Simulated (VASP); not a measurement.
## Bulk modulus of hcp metals: PBEsol against PBE

VASP (plane waves, PAW); cells keep the symmetry of their structure type. Static lattice, from a third-order Birch-Murnaghan fit over five volumes at each level.

Here x stands for PBE B0 and y for PBEsol B0.

| solid | PBE B0 (GPa) | PBEsol B0 (GPa) | cut-off (eV) |
|---|---|---|---|
| Tl | 26.5 | ? | 520 |
| Zn | 71.7 | 90.6 | 520 |
| Zr | 93.7 | 98.1 | 520 |
| Hf | 109.2 | 114.4 | 520 |
| Tc | 300.7 | 326.2 | 520 |
| Ru | 312.5 | 348.4 | 520 |

**Question.** Using a straight line, estimate the missing y at x = 26.5 from the other rows, showing the fit.

**Answer.** With u = x - 178, the rows have u = -106.30, -84.30, -68.80, 122.70, 134.50. Means: u -0.44000, y 195.54. About the means, the sum of products is 61543 and the sum of squares of u is 56284; the slope is their ratio. Least squares gives y = 196.02 + 1.09344·u. Residuals (row less fit): 10.81, -5.74, -6.39, -3.99, 5.31; standard error 8.85 (degrees of freedom: 3). The slope is 1.09 with a standard error of 0.037. At the withheld row, u = -151.50, so y = 196.02 + 1.09344 × (-151.50) = 30.36 GPa. The calculation gives 35.4 GPa, 5.04 GPa above the prediction (1.6 % of the range of y in the table). The row lies outside the fitted rows, so this is an extrapolation. From the scatter of the fitted rows alone, a prediction at this place has a standard error of 11.21 GPa, so the miss is 0.4 times that.

The rows are a random draw from the solids of this series computed here; series whose standard error about the line passes 12 to 30 % of the range of y, or with no trend, aren't shown in this form.
